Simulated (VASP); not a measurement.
Here is the system:

```xyz
6
Lattice="0.0000 3.9400 3.9400 3.9400 0.0000 3.9400 3.9400 3.9400 0.0000" Properties=species:S:1:pos:R:3 pbc="T T T"
Mo     0.9850     0.9850     0.9850
Mo     0.9850     2.9550     2.9550
Mo     2.9550     0.9850     2.9550
Mo     2.9550     2.9550     0.9850
W      5.9101     5.9101     5.9101
W      3.9400     3.9400     3.9400
```

The numbers are results of PBE GGA, VASP's PBE PAW potentials (set 64) (plane waves; VASP 6.6.1), not measurements. Run with 300 eV cut-off, 4×4×4 Γ-centred mesh, Fermi-Dirac smearing of 0.14 eV, potentials Mo_sv W_sv.

At this cut-off the stress carries a Pulay error, which pulls relaxed volumes low.

**Question.** Give the stress tensor in GPa (positive for a compressed cell).

**Answer.** 
```
-35.07    0.00    0.00
  0.00  -35.07    0.00
  0.00    0.00  -35.07
```
The pressure is its mean diagonal, -35.07 GPa.

The structure was generated: Mo2W was put into an ordered model structure, which need not be its known phase. The cell was not relaxed at this level. The k-mesh is coarse (spacing up to 0.35 per Å, 2π included), so the numbers may not be converged in it.
